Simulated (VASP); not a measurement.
Wanted: the native input for a VASP 6.6.1 run.

```
Task                   : single point
Functional             : LDA
Potentials or basis    : VASP PAW LDA potentials, release 64 (Ca_sv, C)
Cutoff                 : 520 eV
k mesh                 : 10 × 10 × 10
Occupations            : gaussian, width 0.05 eV
Spin                   : no spin polarisation
Dipole correction      : no
Further INCAR settings : ALGO = Normal; EDIFF = 1e-07; NBANDS = 16
```

The structure of CaC2 lies in POSCAR:

```
CaC2
1.0
   -1.8859411344      1.8859411344      3.0420056804
    1.8859411344     -1.8859411344      3.0420056804
    1.8859411344      1.8859411344     -3.0420056804
Ca C
1 2
Direct
    0.0000000000      0.0000000000      0.0000000000
    0.5978927200      0.5978927200      0.0000000000
    0.4021072800      0.4021072800      0.0000000000
```

The cell comes from a database or a generator and needn't be the stable form of this composition.

The cell isn't the ideal one: strain -0.025 along x and y, -0.050 along z, atoms carried along.

One way to write it, as run:

INCAR

```
SYSTEM = CaC2
ALGO     = Normal         ! electronic algorithm
EDIFF    = 1E-7           ! SCF threshold, eV
ENCUT    = 520            ! plane-wave cutoff, eV
ISIF     = 2              ! what is computed and relaxed
ISMEAR   = 0              ! smearing method
LASPH    = .True.         ! aspherical terms in the spheres
LCHARG   = .False.        ! write CHGCAR
LREAL    = .False.        ! projectors in reciprocal space
LWAVE    = .False.        ! write WAVECAR
NBANDS   = 16             ! bands
NELM     = 100            ! most SCF steps
PREC     = Accurate       ! precision mode
SIGMA    = 0.05           ! smearing width, eV
```

KPOINTS

```
k-points
0
Gamma
  10 10 10
  0 0 0
```

Potentials or basis: VASP PAW LDA potentials, release 64 (Ca_sv, C).

Launch:

```sh
$ cat potpaw_LDA.64/Ca_sv/POTCAR potpaw_LDA.64/C/POTCAR > POTCAR
$ mpirun -np 1 vasp_std > vasp.out
```

Results of the run:

The pressure is 10.6 GPa and the largest force is 5.511 eV/Å. The band gap on the k mesh is 1.09 eV, indirect (least direct gap 2.25 eV).

Caveat: the standard files for N, O and F lose accuracy on very short bonds; forces of over 1 eV/Å show positions far from the minimum, so gaps and moduli don't describe the material at rest.

It took 71 s on 1 thread of Intel(R) Xeon(R) Platinum 8488C (Sapphire Rapids), on a shared host, peak memory 0.2 GiB.
